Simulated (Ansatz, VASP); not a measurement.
## PtS2 in two plane-wave programs

One calculation is typed for both programs; each brings its own data sets. How far apart do they land? The cell is taken from a series of runs on this material, whose earlier steps may have relaxed, scaled, displaced or heated it; both programs get it as it stands.

Main program and level: Ansatz 0.2.0; plane waves, with VASP 6.6.1 beside it; single point at PBEsol.

## Step 1: Starting point

The cell holds 3 atoms: 2 S and 1 Pt. Cell: a = 3.685 Å, b = 3.685 Å, c = 17.288 Å, α = 90.0°, β = 90.0°, γ = 120.0°. It derives from PtS2. As first built, before any earlier steps moved the atoms (in the runner's words): kind sheets cut from a layered crystal; sheets 1; series ['strain PtS2', 4, 'biaxial strain (%)']. Vacuum lies along c.

## Step 2: Ansatz: single point, PBEsol

Ansatz runs on its PAW soft_1 files.

A single point gives forces, pressure and levels at one fixed geometry, so differences don't come from the geometry; what else differs is listed under the comparison.

The input, input.yaml:

```yaml
crystal:
  lattice:
    - [3.6849280002, 0.0, 0.0]
    - [-1.8424640001, 3.1912412593, 0.0]
    - [0.0, 0.0, 17.2876152]
  atoms:
    - { symbol: S, position: [0.3333333333, 0.6666666667, 0.5652710056] }
    - { symbol: Pt, position: [0.0, 0.0, 0.5] }
    - { symbol: S, position: [0.6666666667, 0.3333333333, 0.4347289944] }
kpoints:
  mp_grid: { grid: [12, 12, 1] }
scf:
  occupations: { method: fermi_dirac, width: 0.02 }
  n_extra_bands: 8
hamiltonian:
  xc: pbesol
  pseudopotentials: { kind: paw, azcp: { folder: soft_1 }, xc_functional: pbe }
output:
  forces: true
  write_potential: true
  volumetric_format: []
  dos:
    projected: true
    de: 0.05
    e_range: [-30, 12]
    method: { smearing: { sigma: 0.12, scheme: gaussian } }
  eigenstates:
    kpoints:
      - [0.33333333, 0.33333333, 0.0]
      - [0.31666667, 0.31666667, 0.0]
      - [0.3, 0.3, 0.0]
      - [0.28333333, 0.28333333, 0.0]
      - [0.26666667, 0.26666667, 0.0]
      - [0.25, 0.25, 0.0]
      - [0.23333333, 0.23333333, 0.0]
      - [0.21666667, 0.21666667, 0.0]
      - [0.2, 0.2, 0.0]
      - [0.18333333, 0.18333333, 0.0]
      - [0.16666667, 0.16666667, 0.0]
      - [0.15, 0.15, 0.0]
      - [0.13333333, 0.13333333, 0.0]
      - [0.11666667, 0.11666667, 0.0]
      - [0.1, 0.1, 0.0]
      - [0.08333333, 0.08333333, 0.0]
      - [0.06666667, 0.06666667, 0.0]
      - [0.05, 0.05, 0.0]
      - [0.03333333, 0.03333333, 0.0]
      - [0.01666667, 0.01666667, 0.0]
      - [0.0, 0.0, 0.0]
      - [0.02777778, 0.0, 0.0]
      - [0.05555556, 0.0, 0.0]
      - [0.08333333, 0.0, 0.0]
      - [0.11111111, 0.0, 0.0]
      - [0.13888889, 0.0, 0.0]
      - [0.16666667, 0.0, 0.0]
      - [0.19444444, 0.0, 0.0]
      - [0.22222222, 0.0, 0.0]
      - [0.25, 0.0, 0.0]
      - [0.27777778, 0.0, 0.0]
      - [0.30555556, 0.0, 0.0]
      - [0.33333333, 0.0, 0.0]
      - [0.36111111, 0.0, 0.0]
      - [0.38888889, 0.0, 0.0]
      - [0.41666667, 0.0, 0.0]
      - [0.44444444, 0.0, 0.0]
      - [0.47222222, 0.0, 0.0]
      - [0.5, 0.0, 0.0]
      - [0.48333333, 0.03333333, 0.0]
      - [0.46666667, 0.06666667, 0.0]
      - [0.45, 0.1, 0.0]
      - [0.43333333, 0.13333333, 0.0]
      - [0.41666667, 0.16666667, 0.0]
      - [0.4, 0.2, 0.0]
      - [0.38333333, 0.23333333, 0.0]
      - [0.36666667, 0.26666667, 0.0]
      - [0.35, 0.3, 0.0]
    e_range: [-8.0, 6.0]
    unfold:
      supercell_matrix: [[1, 0, 0], [0, 1, 0], [0, 0, 1]]
      layers:
        axis: 3
        edges: [0.203349, 0.405806, 0.465293, 0.534707, 0.594193, 0.79665]
```

On the command line:

```sh
> ansatz run input.yaml --threads 4 --pin off --max-ram 11264MiB --backend cpu --events-out ev --progress --plain --runs-dir out
```

Numbers of over 12 decimals in the logs are rounded to 6 here.

What it wrote:

```text
scf.n_extra_bands = 8 over 15 filled bands (N_el = 30.0): the run solves 23 bands
Engine: ansatz 0.2.0, aarch64-unknown-linux-gnu
Pseudopotentials: kind: paw
Pseudopotential: S, paw, valence charge 6, recommended cutoff 420 eV (normal), soft_1/S.paw.azcp
Pseudopotential: Pt, paw, valence charge 18, recommended cutoff 420 eV (normal), soft_1/Pt.paw.azcp
Functional definition: PBEsol
  exchange = pbesol_x
  correlation = pbesol_c
Crystal: 3 atoms, lattice volume = 203.294 Å³
Basis set: ecut = 420 eV, 3981 PW (Γ), exchange–correlation on 50×50×240 points (8 copies of the dense FFT grid, shifted against one another)
Bands: 23, of which v1, the nominal top of the filled ones, is band 15 counted from 1 (14 counted from 0)
Symmetry: 12 space group operations
Space group: P-3m1 (ITA 164), of the structure as read, at distance tolerance 5.9e-5 Å
k-points: 19 of 144
Non-local potential: S, projectors of the file, l = 0: 2, l = 1: 2, l = 2: 1
Non-local potential: Pt, projectors of the file, l = 0: 3, l = 1: 2, l = 2: 2, l = 3: 1
PAW form: soft (Blöchl's): semilocal exchange-correlation on the pseudo side does not see the compensation charge
PAW frozen core: S, regenerated for the run's functional, and the local potential with it (the file was generated under x = pbe(κ = 0.804, μ = 0.219515), c = pbe(β = 0.066725))
PAW frozen core: Pt, regenerated for the run's functional, and the local potential with it (the file was generated under x = pbe(κ = 0.804, μ = 0.219515), c = pbe(β = 0.066725))
PAW one-centre angular grid: S, 110 points (default); XC on 64 Gauss nodes
PAW one-centre angular grid: Pt, 590 points (default); XC on 64 Gauss nodes
Initial density: superposition of atomic densities (neutral atoms: chi_scale 0, normalization atom)
Initial wavefunctions: pseudopotential atomic-orbital guess
Functional: x = pbesol(κ = 0.804, μ = 0.123457), c = pbesol(β = 0.046)
SCF iter   1: F=—  HF=-14157.635152 eV  |F-HF|=—  |Δ(HF+E_count)|=         —  Δρ=5.38e-2  dr2=7.24e0  ethr=3.10e-3  ⟨swp⟩=10.4  Hψ=3200  notcnv=0
preconditioner: auto → none  [insulator: Δε(μ)=1.652 eV  Ē_g=10.941 eV  σ=0.020 eV  W_gap=1.00  n_scr=16 (ndim 8)  ℏωp=12.2 eV  f_vac=0.667  D(μ)=0.00/eV (n_scr^D=0)  ε∞_Penn≈2.2]
SCF iter   2: F=—  HF=-14158.905913 eV  |F-HF|=—  |Δ(HF+E_count)|=    1.27e0  Δρ=5.67e-2  dr2=1.27e1  ethr=3.10e-3  ⟨swp⟩=4.5  Hψ=1372  notcnv=0  defer=54
SCF iter   3: F=—  HF=-14156.411875 eV  |F-HF|=—  |Δ(HF+E_count)|=    2.49e0  Δρ=1.64e-2  dr2=7.52e-1  ethr=3.10e-3  ⟨swp⟩=3.5  Hψ=1147  notcnv=0  defer=42
SCF iter   4: F=—  HF=-14156.273122 eV  |F-HF|=—  |Δ(HF+E_count)|=   1.39e-1  Δρ=5.34e-3  dr2=8.63e-2  ethr=2.51e-3  ⟨swp⟩=3.3  Hψ=845  notcnv=0  defer=41
SCF iter   5: F=—  HF=-14156.254541 eV  |F-HF|=—  |Δ(HF+E_count)|=   1.86e-2  Δρ=1.99e-3  dr2=1.27e-2  ethr=2.88e-4  ⟨swp⟩=2.6  Hψ=681  notcnv=0  defer=44
SCF iter   6: F=—  HF=-14156.251624 eV  |F-HF|=—  |Δ(HF+E_count)|=   2.92e-3  Δρ=2.55e-4  dr2=2.70e-4  ethr=4.24e-5  ⟨swp⟩=2.9  Hψ=690  notcnv=0  defer=44
SCF iter   7: F=—  HF=-14156.251540 eV  |F-HF|=—  |Δ(HF+E_count)|=   8.40e-5  Δρ=6.56e-5  dr2=1.18e-5  ethr=9.01e-7  ⟨swp⟩=2.9  Hψ=784  notcnv=0  defer=44
SCF iter   8: F=—  HF=-14156.251589 eV  |F-HF|=—  |Δ(HF+E_count)|=   4.93e-5  Δρ=1.17e-5  dr2=1.46e-7  ethr=3.94e-8  ⟨swp⟩=2.6  Hψ=684  notcnv=0  defer=44
SCF iter   9: F=-14156.251589 eV  HF=-14156.251589 eV  |F-HF|=7.61e-9  |Δ(HF+E_count)|=   2.27e-8  Δρ=1.72e-6  dr2=9.97e-9  ethr=3.33e-10  ⟨swp⟩=21.4  Hψ=4088  notcnv=0
SCF 1 converged in 9 iterations: F = -14156.251589 eV  dr2 = 9.97e-9
  greatest PAW one-centre occupation: 1.000 electrons in one spin orbital (limit 2), on the Pt atom at site 1 (counted from 0), in its partial waves of l = 0
NSCF: frozen V_eff on 48 k-points
SCF converged after 9 iterations
Free energy (F): -14156.251589 eV
Harris-Foulkes:  -14156.251589 eV  (|F-HF|=7.61e-9)
Internal energy: -14156.251589 eV  (E = F + TS)
E sigma→0 (E₀):  -14156.251589 eV
Fermi energy:    -1.070513 eV
--- Per-component energies (eV) ---
  E_band       = -675.819564
  E_kinetic    = 802.887146
  E_local      = -15986.962477  (includes V_loc(G=0)·N_el)
  E_nonlocal   = 275.340949
  E_hartree    = 7502.629263
  E_xc         = -405.104474
  E_vxc        = -433.506237  (∫ρ·V_xc dr)
  E_paw        = -10529.750367  (= ΣΔE_a)
  E_vpaw       = -338.829735  (= ΣTr[D̂ρ^β])
  E_aug_tail   = 0.001130  (compensation charges beyond the density's cutoff)
  E_ewald      = 4184.296310
  E_core_change = 0.410930  (= ΣΔE_core)
  E_smearing   = -0.000000  (= −TS)
  E_closure    = 0.000000  (closes the sum)
  Σ components = -14156.251589   (vs F -14156.251589, Δ=0.00e0)
--- Forces (eV/Å), atoms counted from 1 ---
  atom   1  S     -0.00000000     0.00000000     0.03612200
  atom   2  Pt     0.00000000     0.00000000     0.00000000
  atom   3  S      0.00000000    -0.00000000    -0.03612200
  max |Σ_I F_I| component: 2.31e-18 eV/Å
--- Band table (eV; the first three rows and the last of 19) ---
  k-point 0: bands = [... 11 lower, -2.5180, -2.5037, -2.4387, -2.4387, 1.1932, 1.1932, 3.3854, 3.7378, ... 4 higher]
  k-point 1: bands = [... 11 lower, -3.1058, -2.4116, -2.3576, -2.0734, 0.7796, 1.0730, 3.6073, 4.0187, ... 4 higher]
  k-point 2: bands = [... 11 lower, -3.6741, -2.4314, -2.0288, -2.0185, 0.0240, 0.8575, 4.1331, 4.4473, ... 4 higher]
  k-point 18: bands = [... 11 lower, -4.4730, -3.9500, -2.7837, -2.7837, 0.1585, 0.1585, 4.9310, 6.9781, ... 4 higher]
```

The column dr2 measures how far the density is from self-consistency, as an energy; F and HF (Harris–Foulkes) agree once it is small.

## Step 3: VASP: single point, PBEsol

The same cell, functional, mesh and smearing now go to VASP, with its own data sets.

Lines of VASP's logs that name or quote its potential files are left out, and so is its time.

The input, INCAR:

```
SYSTEM = PtS2
PREC = Accurate
ENCUT = 400
EDIFF = 1E-06
NELM = 120
ISMEAR = -1
SIGMA = 0.02
LREAL = .FALSE.
ALGO = Normal
GGA = PS
NBANDS = 17
LASPH = .TRUE.
LORBIT = 11
LWAVE = .FALSE.
LCHARG = .FALSE.
ISIF = 2
GGA_COMPAT = .FALSE.
EFERMI = MIDGAP
```

The input, POSCAR:

```
PtS2
1.0
    3.6849280002      0.0000000000      0.0000000000
   -1.8424640001      3.1912412593      0.0000000000
    0.0000000000      0.0000000000     17.2876152000
S Pt
2 1
Direct
    0.3333333333      0.6666666667      0.5652710056
    0.6666666667      0.3333333333      0.4347289944
    0.0000000000      0.0000000000      0.5000000000
```

The input, KPOINTS:

```
Automatic mesh
0
Gamma
12 12 1
0 0 0
```

PAW data sets: S and Pt (PBE family, release 64).

On the command line:

```sh
> mpirun -np 1 vasp_std
```

What it wrote:

```text
[banner, memory and clock lines left out]
running    1 mpi-ranks, on    1 nodes
 distrk:  each k-point on    1 cores,    1 groups
 distr:  one band on    1 cores,    1 groups

 POSCAR found type information on POSCAR S Pt
 POSCAR found :  2 types and       3 ions
|                                                                             |
|               ----> ADVICE to this user running VASP <----                  |
|                                                                             |
|     You enforced a specific xc type in the INCAR file but a different       |
|     [... a line on the potential file left out ...]
|     I HOPE YOU KNOW WHAT YOU ARE DOING!                                     |
|                                                                             |

 LDA part: xc-table for (Slater+PW92), standard interpolation
 POSCAR, INCAR and KPOINTS ok, starting setup
 FFT: planning ... GRIDC
 FFT: planning ... GRID_SOFT
 FFT: planning ... GRID
 WAVECAR not read
 entering main loop
       N       E                     dE             d eps       ncg     rms          rms(c)
DAV:   1     0.146824710229E+03    0.14682E+03   -0.71078E+03   646   0.801E+02
DAV:   2    -0.432401556630E+01   -0.15115E+03   -0.14480E+03   912   0.173E+02
DAV:   3    -0.179557696275E+02   -0.13632E+02   -0.13537E+02   797   0.630E+01
DAV:   4    -0.182049309020E+02   -0.24916E+00   -0.24890E+00   890   0.980E+00
DAV:   5    -0.182101246613E+02   -0.51938E-02   -0.51932E-02   922   0.132E+00    0.167E+01
DAV:   6    -0.171110621941E+02    0.10991E+01   -0.80549E+00   749   0.259E+01    0.109E+01
DAV:   7    -0.168615177602E+02    0.24954E+00   -0.20304E+00   728   0.139E+01    0.448E+00
DAV:   8    -0.168098350157E+02    0.51683E-01   -0.15097E-01   845   0.330E+00    0.987E-01
DAV:   9    -0.168033163783E+02    0.65186E-02   -0.25715E-02   820   0.143E+00    0.279E-01
DAV:  10    -0.168035724610E+02   -0.25608E-03   -0.21176E-03   864   0.311E-01    0.239E-01
DAV:  11    -0.168038488053E+02   -0.27634E-03   -0.86037E-04   809   0.275E-01    0.138E-01
DAV:  12    -0.168037529747E+02    0.95831E-04   -0.35828E-04   839   0.183E-01    0.102E-01
DAV:  13    -0.168037382087E+02    0.14766E-04   -0.35433E-05   914   0.350E-02    0.524E-02
DAV:  14    -0.168037367258E+02    0.14829E-05   -0.51759E-06   799   0.114E-02    0.259E-02
DAV:  15    -0.168037374518E+02   -0.72596E-06   -0.17697E-06   651   0.682E-03
   1 F= -.16803737E+02 E0= -.16803737E+02  d E =-.233239E-16
```

OUTCAR, selected parts (step 3):

```text
ion  position               nearest neighbor table
   1  0.333  0.667  0.565-   3 2.41   3 2.41   3 2.41
   2  0.667  0.333  0.435-   3 2.41   3 2.41   3 2.41
   3  0.000  0.000  0.500-   1 2.41   2 2.41   2 2.41   1 2.41   2 2.41   1 2.41

  LATTYP: Found a hexagonal cell.
 ALAT       =     3.6849280002
 C/A-ratio  =     4.6914390726

 Subroutine GETGRP returns: Found 12 space group operations
 (whereof 12 operations were pure point group operations)

The static configuration has the point symmetry D_3d.

 Found     19 irreducible k-points:

   k-points           NKPTS =     19   k-points in BZ     NKDIM =     19   number of bands    NBANDS=     17

   dimension x,y,z NGX =    24 NGY =   24 NGZ =  120
   dimension x,y,z NGXF=    48 NGYF=   48 NGZF=  240

   ENCUT  =  400.0 eV  29.40 Ry    5.42 a.u.   6.01  6.01 28.19*2*pi/ulx,y,z

   NELECT =      22.0000    total number of electrons

 k-points in reciprocal lattice and weights: Automatic mesh
   0.00000000  0.00000000  0.00000000       0.007
   0.08333333  0.00000000  0.00000000       0.042
   0.16666667  0.00000000  0.00000000       0.042
   0.25000000  0.00000000  0.00000000       0.042
   0.33333333  0.00000000  0.00000000       0.042
   0.41666667  0.00000000  0.00000000       0.042
   0.50000000  0.00000000  0.00000000       0.021
   0.08333333  0.08333333  0.00000000       0.042
   0.16666667  0.08333333  0.00000000       0.083
[...]
0.33333333  0.25000000  0.00000000       0.083
   0.33333333  0.33333333  0.00000000       0.014

 average (electrostatic) potential at core
       1 -94.3071       2 -94.3071       3 -77.0358

 E-fermi :  -2.2036

 k-point     1 :       0.0000    0.0000    0.0000
  band No.  band energies     occupation
    ...
      7      -5.9461      2.00000
      8      -3.6568      2.00000
      9      -3.6295      2.00000
     10      -3.5664      2.00000
     11      -3.5664      2.00000
     12       0.0581      0.00000
     13       0.0581      0.00000
     14       2.2472      0.00000
     15       2.6325      0.00000
     16       3.1764      0.00000
    ...

 k-point     2 :       0.0833    0.0000    0.0000
  band No.  band energies     occupation
    ...
      7      -6.0196      2.00000
      8      -4.2382      2.00000
      9      -3.5396      2.00000
     10      -3.4841      2.00000
     11      -3.2070      2.00000
     12      -0.3548      0.00000
     13      -0.0615      0.00000
     14       2.4655      0.00000
     15       2.9029      0.00000
     16       3.3651      0.00000
    ...

 k-point     3 :       0.1667    0.0000    0.0000
  band No.  band energies     occupation
    ...
      7      -6.1786      2.00000
      8      -4.8045      2.00000
      9      -3.5602      2.00000
     10      -3.1591      2.00000
     11      -3.1516      2.00000
     12      -1.1087      0.00000
     13      -0.2760      0.00000
     14       2.9810      0.00000
     15       3.3189      0.00000
     16       3.3513      0.00000
    ...

  Total       -3.1610637     -3.1610637      0.0411857      0.0000000      0.0000000     -0.0000000
  in kB      -24.9126600    -24.9126600      0.3245884      0.0000000      0.0000000     -0.0000000
  external PRESSURE =     -16.5002438 kB  Pullay stress =       0.0000000 kB

  energy-cutoff  :      400.00
  volume of cell :      203.29
      direct lattice vectors                 reciprocal lattice vectors
     3.684928000  0.000000000  0.000000000     0.271375723  0.156678847  0.000000000
    -1.842464000  3.191241259  0.000000000     0.000000000  0.313357693  0.000000000
     0.000000000  0.000000000 17.287615200     0.000000000  0.000000000  0.057844878

 POSITION                                       TOTAL-FORCE (eV/Angst)
 -----------------------------------------------------------------------------------
     -0.00000      2.12749      9.77219         0.000000      0.000000      0.021259
      1.84246      1.06375      7.51543        -0.000000     -0.000000     -0.021259
      0.00000      0.00000      8.64381        -0.000000      0.000000      0.000000
 -----------------------------------------------------------------------------------
    total drift:                                0.000000      0.000000     -0.000000

  FREE ENERGIE OF THE ION-ELECTRON SYSTEM (eV)
  ---------------------------------------------------
  free  energy   TOTEN  =       -16.8037374518 eV

  energy  without entropy=      -16.8037374518  energy(sigma->0) =      -16.80373745

 total charge
# of ion       s       p       d       tot
------------------------------------------
    1        1.354   2.240   0.000   3.594
    2        1.354   2.240   0.000   3.594
    3        0.678   0.747   7.955   9.380
--------------------------------------------------
tot          3.386   5.228   7.955  16.569

[... 3 further parts left out ...]
```

## Step 4: Differences

Known differences besides the potentials themselves: the data sets hold 30 valence electrons in Ansatz (on its PAW soft_1 files) and 22 in VASP; the cutoff is 420 eV in Ansatz and 400 eV in VASP; Ansatz makes its cores anew for this functional, VASP keeps those of its PBE data sets. Total energies have different zeros and are not compared.

Compared:

```
              quantity  Ansatz   VASP  difference
gap on the k mesh (eV)   1.448  1.456      -0.008
```

At this near-relaxed geometry the largest component of a force difference is 15 meV/Å. A gap on the mesh is an upper bound, since the band edges may lie between its points; neither run holds spin-orbit coupling, which can move the band edges of a compound of Pt. With vacuum in the cell, a pressure given here is an average over mostly empty space and none of the material.

## Step 5: Results

```
difference in gap on the k mesh (single point, PBEsol) : -0.0076 eV
r.m.s. force difference (single point, PBEsol)         : 7.0 meV/Å
```

The r.m.s. force difference is 7.0 meV/Å (single point, PBEsol), within the 12 meV/Å picked in this series as the mark of a large difference. The data sets hold unlike numbers of valence electrons (30 in Ansatz and 22 in VASP), so part of the differences comes from the potentials. 1 further run of this series is not shown here. Such differences can come from data sets, numerical settings and the points named under the comparisons, not from the functional's error against experiment.

[Lines on the potential files, build, host, timing and source positions are cut from VASP's logs without a mark.]

[Logs are printed without paths, hosts, clocks, repeated set-up lines and the standing remarks that a program may print on its own settings, such as how far it seeks lower states.]

[Hosts, paths, dates, database ids (printed as entryN), source tags and the programs' standing remarks are cut or masked in the printed files.]
